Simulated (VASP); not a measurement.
All values below come from revPBE GGA, VASP's PBE PAW potentials (set 64) (plane waves; VASP).

VASP ran on this input.

### POSCAR
```
BaHfO3
1
    4.2261834328     0.0000000000     0.0000000000
    0.0000000000     4.2261834328     0.0000000000
    0.0000000000     0.0000000000     4.2261834328
Ba Hf O
1 1 3
Direct
  0.0000000000   0.0000000000   0.0000000000
  0.5000000000   0.5000000000   0.5000000000
  0.5000000000   0.0000000000   0.5000000000
  0.0000000000   0.5000000000   0.5000000000
  0.5000000000   0.5000000000   0.0000000000
```

**INCAR**
```
ALGO = Normal
EDIFF = 1E-7
ENCUT = 520
GGA = RE
ISIF = 2
ISMEAR = -5
LASPH = .TRUE.
LCHARG = .TRUE.
LMAXMIX = 6
LORBIT = 11
LREAL = .FALSE.
LWAVE = .FALSE.
NEDOS = 601
NELM = 100
PREC = Accurate
SYSTEM = BaHfO3
```

KPOINTS:
```
K-points
0
Gamma
  6 6 6
```

POTCAR, in this order: Ba_sv Hf_pv O (PBE.64 set). Program: vasp_std.

**Question.** What will the output report for the number of irreducible k-points (NKPTS), largest plane-wave count, number of space-group operations, FFT grid (NGX, NGY, NGZ)?

**Answer.** 
```json
{
  "number of irreducible k-points (NKPTS)": "20",
  "largest_plane_wave_count": "2054",
  "number_of_space_group_operations": "48",
  "FFT grid (NGX, NGY, NGZ)": "32 × 32 × 32"
}
```

The compound is BaHfO3 in the cubic perovskite structure. It was relaxed first.
